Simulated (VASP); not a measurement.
# Mg2C3 (Cm) in VASP: notebook

The runs below take Mg2C3 through single point, with r2SCAN.

All numbers are computed with VASP 6.6.1; they aren't measurements. Logs are shortened: lines on timing, memory, paths and dates and some standing lists are left out, and cuts for length are marked.

**1. The cell of the first run**

The structure is monoclinic, space group Cm (No. 8). The conventional cell has a = 4.774 Å, b = 4.679 Å, c = 5.011 Å, α = 90.00°, β = 104.31°, γ = 90.00°. Around Mg (site symmetry m) lie 6 C at 2.23 to 2.50 Å. Mg (site symmetry m) is surrounded by 6 C at 2.23 to 2.50 Å. C (site symmetry m) is surrounded by 1 C at 1.29 Å. C (site symmetry m) has 1 C at 1.35 Å as nearest neighbours. C (site symmetry m) is surrounded by 2 C at 1.29 to 1.35 Å.

**2. Single point, r2SCAN (atom 5 (C) moved -0.033 Å along Cartesian [0 0 1])**

POSCAR reads:

```
Mg2C3
1.0
    2.3870223790     -2.3394118729     -0.0063441741
    2.3870223790      2.3394118729     -0.0063441741
   -1.2253611782      0.0000000000      4.8584158892
Mg C
2 3
Direct
    0.8082382625      0.8082382625      0.1984312469
    0.1917617375      0.1917617375      0.8015687531
    0.3041690745      0.3041690745      0.2614645499
    0.6958309255      0.6958309255      0.7385354501
    0.4982395715      0.4982395715      0.4931413165
```

INCAR.step1 reads:

```
PREC = Accurate
ENCUT = 520
ISMEAR = 0
SIGMA = 0.05
LREAL = False
LASPH = True
NELM = 100
NBANDS = 16
GGA = PE
ALGO = Normal
EDIFF = 1E-4
LWAVE = True
LCHARG = False
```

INCAR.step2 reads:

```
PREC = Accurate
ENCUT = 520
EDIFF = 1E-7
ISMEAR = 0
SIGMA = 0.05
LREAL = False
LASPH = True
NELM = 100
ALGO = Normal
ISIF = 2
LWAVE = False
LCHARG = False
METAGGA = R2SCAN
LMIXTAU = True
NBANDS = 16
ISTART = 1
```

KPOINTS reads:

```
regular mesh
0
Gamma
  8 8 6
```

Potentials or basis: VASP PAW PBE potentials, release 64 (Mg, C).

On the command line:

```bash
cat potpaw_PBE.64/Mg/POTCAR potpaw_PBE.64/C/POTCAR > POTCAR
cp INCAR.step1 INCAR
mpirun -np 1 vasp_std > vasp.out
cp INCAR.step2 INCAR
mpirun -np 1 vasp_std > vasp.out
```

OUTCAR:

```text
PREC = Accurate
   ENCUT = 520
   EDIFF = 1E-7
   ISMEAR = 0
   LREAL = False
   LASPH = True
   NELM = 100
   ISIF = 2
   METAGGA = R2SCAN
   ISTART = 1

 ion  position               nearest neighbor table
   1  0.808  0.808  0.198-   4 2.23   3 2.31   5 2.33   3 2.36   3 2.36   3 2.50   5 2.80   5 2.80
                             2 3.02   2 3.03   2 3.03   2 3.12   2 3.12
   2  0.192  0.192  0.802-   3 2.23   4 2.31   4 2.36   4 2.36   5 2.38   4 2.50   5 2.83   5 2.83
                             1 3.02   1 3.03   1 3.03   1 3.12   1 3.12
   3  0.304  0.304  0.261-   5 1.29   2 2.23   1 2.31   1 2.36   1 2.36   1 2.50
   4  0.696  0.696  0.739-   5 1.35   1 2.23   2 2.31   2 2.36   2 2.36   2 2.50
   5  0.498  0.498  0.493-   3 1.29   4 1.35   1 2.33   2 2.38   1 2.80   1 2.80   2 2.83   2 2.83

  LATTYP: Found a base centered monoclinic cell.
 ALAT       =     4.7740616194
 B/A-ratio  =     0.9800509752
 C/A-ratio  =     1.0495382641
 COS(beta)  =    -0.2471319189

  Lattice vectors:

 A1 = (   2.3870223790,  -2.3394118729,  -0.0063441741)
 A2 = (   2.3870223790,   2.3394118729,  -0.0063441741)
 A3 = (  -1.2253611782,   0.0000000000,   4.8584158892)

Analysis of symmetry for initial positions (statically):
=====================================================================
 Subroutine PRICEL returns:
 Original cell was already a primitive cell.

 Routine SETGRP: Setting up the symmetry group for a
 base centered monoclinic supercell.

 Subroutine GETGRP returns: Found  2 space group operations
 (whereof  2 operations were pure point group operations)
 out of a pool of  4 trial point group operations.

The static configuration has the point symmetry C_1h.

Analysis of symmetry for dynamics (positions and initial velocities):
=====================================================================
 Subroutine PRICEL returns:
 Original cell was already a primitive cell.

 Routine SETGRP: Setting up the symmetry group for a
 base centered monoclinic supercell.

 Subroutine GETGRP returns: Found  2 space group operations
 (whereof  2 operations were pure point group operations)
 out of a pool of  4 trial point group operations.

The dynamic configuration has the point symmetry C_1h.

 Subroutine INISYM returns: Found  2 space group operations
 (whereof  2 operations are pure point group operations),
 and found     1 'primitive' translations

[... 105 lines left out ...]
   NFREE  =      0    steps in history (QN), initial steepest desc. (CG)
   ISIF   =      2    stress and relaxation
   ISYM   =      2    0-nonsym 1-usesym 2-fastsym
   POTIM  = 0.5000    time-step for ionic-motion
   TEBEG  =    0.0;   TEEND  =   0.0 temperature during run
   PSTRESS=    0.0 pullay stress
   NELECT =      16.0000    total number of electrons
   NUPDOWN=      -1.0000    fix difference up-down
   EMIN   =  10.00;   EMAX   =-10.00  energy-range for DOS
   EFERMI =   0.00;   METHOD = LEGACY
   ISMEAR =     0;   SIGMA  =   0.05  broadening in eV -4-tet -1-fermi 0-gaus
   EFERMI_NEDOS =   21; number of points for ismear=-14 and -15
   IALGO  =     38    algorithm
   IMIX   =      4    mixing-type and parameters
     AMIX     =   0.40;   BMIX     =  1.00
     AMIX_MAG =   1.60;   BMIX_MAG =  1.00
  volume/ion in A,a.u.               =      10.84        73.19
  Fermi-wavevector in a.u.,A,eV,Ry     =   1.089890  2.059593 16.161815  1.187860
  Thomas-Fermi vector in A             =   2.226103
   LORBIT       =      0    0 simple, 1 ext, 2 COOP (PROOUT), +10 PAW based schemes
   METAGGA = R2SCAN    functional components
   LHFCALC =     F    Hartree Fock is set to
   AEXX    =    0.0000 exact exchange contribution
   IVDW    =     0    specifies the selected vdW correction
   LEPSILON=     F    determine dielectric tensor
   LRPA    =     F    only Hartree local field effects (RPA)
 non-spin polarized calculation
 Gauss-broadening in eV      SIGMA  =   0.05
  energy-cutoff  :      520.00
  volume of cell :       54.22
 maximum number of plane-waves:      1477
 NGX is ok and might be reduce to    28
   NGX = 13   NGY = 13   NGZ = 19

 number of electron      15.9999999 magnetization

 Free energy of the ion-electron system (eV)
  ---------------------------------------------------
  ext. energy  EPLUGINS =         0.00000000
  ---------------------------------------------------
  free energy    TOTEN  =       -37.57300602 eV

  energy without entropy =      -37.57300602  energy(sigma->0) =      -37.57300602

 E-fermi :   4.9339     XC(G=0): -10.9560

 val. band max:        4.6989769972   @ k =   0.0000   0.0000   0.5000
 cond. band min:       6.5720643901   @ k =   0.5000   0.5000   0.0000
 fundamental gap:      1.8730873928
 Fermi energy:         4.9339105066

 k-point     1 :       0.0000    0.0000    0.0000
  band No.  band energies     occupation
      1     -12.4727      2.00000
      2      -8.2734      2.00000
      3      -3.2616      2.00000
      4       0.2888      2.00000
      5       1.0266      2.00000
      6       1.3575      2.00000
[... 433 lines left out ...]
      3      -2.1178      2.00000
      4      -1.3478      2.00000
      5       0.0494      2.00000
      6       0.9415      2.00000
[... 8 lines left out ...]
     15      14.8851      0.00000
     16      15.7516      0.00000

 [... further k-points ...]

------------------------ aborting loop because EDIFF is reached ----------------------------------------

  FORCE on cell =-STRESS in cart. coord.  units (eV):
  Direction    XX          YY          ZZ          XY          YZ          ZX
  --------------------------------------------------------------------------------------
  -------------------------------------------------------------------------------------
  Total       -0.0458080     -0.2033555      0.1983715      0.0000000      0.0000000      0.2878221
  in kB       -1.3534909     -6.0085525      5.8612891      0.0000000      0.0000000      8.5042902
  external PRESSURE =      -0.5002514 kB  Pullay stress =       0.0000000 kB

 VOLUME and BASIS-vectors are now :
 -----------------------------------------------------------------------------
  energy-cutoff  :      520.00
  volume of cell :       54.22
      direct lattice vectors                 reciprocal lattice vectors
     2.387022379 -2.339411873 -0.006344174     0.209606493 -0.213728932  0.052865721
     2.387022379  2.339411873 -0.006344174     0.209606493  0.213728932  0.052865721
    -1.225361178  0.000000000  4.858415889     0.000547413  0.000000000  0.205966472

 POSITION                                       TOTAL-FORCE (eV/Angst)
 -----------------------------------------------------------------------------------
      3.61542      0.00000      0.95381         0.026892      0.000000     -0.087821
     -0.06673      0.00000      3.89192         0.027370      0.000000     -0.076466
      1.13173      0.00000      1.26644        -0.688880      0.000000     -1.356784
      2.41696      0.00000      3.57928        -0.429259      0.000000     -0.944332
      1.77434      0.00000      2.38956         1.063877      0.000000      2.465404
 -----------------------------------------------------------------------------------
    total drift:                               -0.001128      0.000000      0.000374

  FREE ENERGIE OF THE ION-ELECTRON SYSTEM (eV)
  ---------------------------------------------------
  free  energy   TOTEN  =       -37.5730060204 eV

  energy  without entropy=      -37.5730060204  energy(sigma->0) =      -37.57300602
```

OUTCAR.step1:

```text
PREC = Accurate
   ENCUT = 520
   ISMEAR = 0
   LREAL = False
   LASPH = True
[... 694 lines left out ...]
     -0.06673      0.00000      3.89192        -0.005918      0.000000     -0.035263
      1.13173      0.00000      1.26644        -0.897493      0.000000     -1.596259
      2.41696      0.00000      3.57928        -0.253791      0.000000     -0.719865
      1.77434      0.00000      2.38956         1.097697      0.000000      2.473007
 -----------------------------------------------------------------------------------
    total drift:                                0.000223      0.000000     -0.002046

  FREE ENERGIE OF THE ION-ELECTRON SYSTEM (eV)
  ---------------------------------------------------
  free  energy   TOTEN  =       -29.5740223160 eV

  energy  without entropy=      -29.5740223160  energy(sigma->0) =      -29.57402232
```

Run time: 4.1 min. Hardware: 1 thread of AMD EPYC 9R45 (Zen 5), shared host; peak memory 0.21 GiB.

What came out:

```
Free energy            : -37.5730 eV
Pressure               : -0.1 GPa
Largest force          : 2.685 eV/Å
Band gap on the k mesh : 1.87 eV, indirect (least direct gap 2.64 eV)
```

Forces in eV/Å, atoms in the order of the input:
```
Mg   0.027  0.000 -0.088
Mg   0.027  0.000 -0.076
C   -0.689  0.000 -1.357
C   -0.429  0.000 -0.944
C    1.064  0.000  2.465
```

Stress tensor (GPa, compression positive):
```
-0.14  0.00  0.85
 0.00 -0.60  0.00
 0.85  0.00  0.59
```

Caveat: the PAW data sets were made with another functional, which shifts forces and pressure a little. A k mesh can miss the band edges.

**3. Single point, r2SCAN (atom 5 (C) moved -0.100 Å along Cartesian [0 0 1])**

POSCAR, as its differences from that of step 2:

```diff
@@ -12,2 +12,2 @@
     0.6958309255      0.6958309255      0.7385354501
-    0.4982395715      0.4982395715      0.4931413165
+    0.4947134279      0.4947134279      0.4794033528
```

INCAR.step1 reads:

```
SYSTEM = Mg2C3
PREC = Accurate ; ENCUT = 520
ISMEAR = 0 ; SIGMA = 0.05
LREAL = .False. ; LASPH = .True.
NELM = 100 ; NBANDS = 16
GGA = PE ; ALGO = Normal
EDIFF = 1E-4 ; LWAVE = .True.
LCHARG = .False.
```

INCAR.step2 reads:

```
SYSTEM = Mg2C3
PREC = Accurate ; ENCUT = 520
EDIFF = 1E-6 ; ISMEAR = 0
SIGMA = 0.05 ; LREAL = .False.
LASPH = .True. ; NELM = 100
ALGO = Normal ; ISIF = 2
LWAVE = .False. ; LCHARG = .True.
METAGGA = R2SCAN ; LMIXTAU = .True.
LELF = .True. ; LVHAR = .True.
NBANDS = 16 ; ISTART = 1
```

KPOINTS reads:

```
Automatic mesh
0
Gamma
  8 8 6
  0 0 0
```

Potentials or basis: VASP PAW PBE potentials, release 64 (Mg, C).

On the command line:

```bash
cat potpaw_PBE.64/Mg/POTCAR potpaw_PBE.64/C/POTCAR > POTCAR
cp INCAR.step1 INCAR
mpirun -np 1 vasp_std > vasp.out
cp INCAR.step2 INCAR
mpirun -np 1 vasp_std > vasp.out
```

Wall time 3.6 min (1 thread of AMD EPYC 9R45 (Zen 5), shared host); peak memory 0.21 GiB.

It converged, with:

```yaml
Free_energy: -37.2394 eV
Pressure: 2.2 GPa
Largest_force: 8.336 eV/Å
Band_gap_on_the_k_mesh: 1.86 eV, indirect (least direct gap 2.59 eV)
```

Forces on the atoms (eV/Å):
```
Mg   0.103  0.000 -0.249
Mg   0.062  0.000 -0.242
C   -2.549  0.000 -4.621
C   -1.035  0.000 -2.490
C    3.419  0.000  7.603
```

Stress tensor (GPa, compression positive):
```
 2.60  0.00  4.14
 0.00 -0.40  0.00
 4.14  0.00  4.31
```

Levels at points of the mesh, in eV from the valence-band top:
```tsv
k point	band 5	band 6	band 7	band 8	band 9	band 10	band 11	band 12
(0.00, 0.00, 0.00)	-3.89	-3.52	-1.44	-0.73	3.48	4.12	4.46	7.88
(0.50, 0.00, 0.00)	-5.16	-3.74	-3.35	-0.17	3.24	4.83	6.68	7.25
(0.50, 0.50, 0.00)	-5.82	-4.16	-2.69	-1.43	1.86	2.33	3.46	6.02
(0.00, 0.00, 0.50)	-4.34	-4.05	-0.93	0.00	3.19	3.70	4.56	6.27
(0.50, 0.00, 0.50)	-4.49	-3.71	-1.59	-0.26	2.33	4.13	6.26	6.97
(0.50, 0.50, 0.50)	-5.67	-4.36	-3.17	-2.17	2.12	3.81	5.76	7.17
```

Caveat: the standard files for N, O and F lose accuracy on very short bonds; the PAW data sets were made with another functional, which shifts forces and pressure a little.
